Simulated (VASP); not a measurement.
Consider the following.

```
CELL_PARAMETERS angstrom
      3.60498     0.00000     0.00000
     -1.80249     3.12201     0.00000
      0.00000     0.00000    15.56799
ATOMIC_POSITIONS crystal
  Ce 0.00000 0.00000 0.50000
  O  0.33333 0.66667 0.55760
  O  0.66667 0.33333 0.44240
```

Level of theory: r2SCAN meta-GGA, VASP's PBE PAW potentials (set 64) (plane waves; VASP 6.6.1). Settings: 520 eV cut-off, 8×8×1 Γ-centred mesh, tetrahedra with Blöchl corrections, potentials Ce O.

The cell holds a wide vacuum, so values per volume refer to the whole cell.

Predict the energy per atom (σ→0), band gap (over mesh and band path) with the smallest direct gap where there is one.

The band gap (over mesh and band path) is 2.69 eV, the smallest direct gap (over mesh and band path) is 2.83 eV and the energy per atom (σ→0) is -17.667 eV/atom.

Total energies compare only between runs with the same potentials, cut-off and functional.

The cell is a sheet with vacuum, built from a generated structure. The run is not spin-polarised, so no magnetic state was tried.
